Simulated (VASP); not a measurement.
VASP input:

### POSCAR
```
HfRh
1
    3.1980359365    -0.0000000000    -0.0000000000
   -0.0000000000     3.1980359365    -0.0000000000
    0.0000000000    -0.0000000000     3.1980359365
Hf Rh
1 1
Direct
  0.0000000000   0.0000000000   0.0000000000
  0.5000000000   0.5000000000   0.5000000000
```

**INCAR**
```
SYSTEM = HfRh
PREC = Accurate
ENCUT = 400
EDIFF = 1E-8
NELM = 100
ALGO = Normal
LREAL = .FALSE.
LASPH = .TRUE.
ISMEAR = 1
SIGMA = 0.1
LMAXMIX = 6
LWAVE = .FALSE.
LCHARG = .FALSE.
IBRION = 1
ISIF = 2
NSW = 30
EDIFFG = -0.001
```

KPOINTS:
```
Automatic mesh
0
Gamma
10 10 10
0 0 0
```

POTCAR, in this order: Hf_pv Rh_pv (LDA.64 set). Program: vasp_std.

Translate this LDA calculation to Quantum ESPRESSO's pw.x.

One equivalent input (not run):
```
&CONTROL
  calculation = 'relax'
  pseudo_dir = './pseudo'
  outdir = './out'
  tprnfor = .true.
  tstress = .true.
  nstep = 30
  forc_conv_thr = 3.9e-05
/
&SYSTEM
  ibrav = 0
  nat = 2
  ntyp = 2
  ecutwfc = 88
  occupations = 'smearing'
  smearing = 'methfessel-paxton'
  degauss = 0.00735
  input_dft = 'pz'
/
&ELECTRONS
  conv_thr = 7.3e-10
  electron_maxstep = 100
/
&IONS
/
ATOMIC_SPECIES
  Hf 178.490 Hf.upf
  Rh 102.906 Rh.upf
CELL_PARAMETERS angstrom
     3.1980359   -0.0000000   -0.0000000
    -0.0000000    3.1980359   -0.0000000
     0.0000000   -0.0000000    3.1980359
ATOMIC_POSITIONS crystal
  Hf   0.0000000  0.0000000  0.0000000
  Rh   0.5000000  0.5000000  0.5000000
K_POINTS automatic
  10 10 10 0 0 0
```
The two are equivalent in intent, not identical: the potentials are each code's own (VASP's PAW set, PseudoDojo norm-conserving files in pw.x), so ENCUT and ecutwfc are chosen apart and not converted; conv_thr bounds pw.x's estimated SCF error, while EDIFF bounds the energy change between steps; forc_conv_thr acts on force components and is met together with etot_conv_thr.

The structure comes from a computed database's HfRh entry (Pm-3m); how it stands against other phases isn't given here. It was relaxed first. The start is the result of an earlier pass.
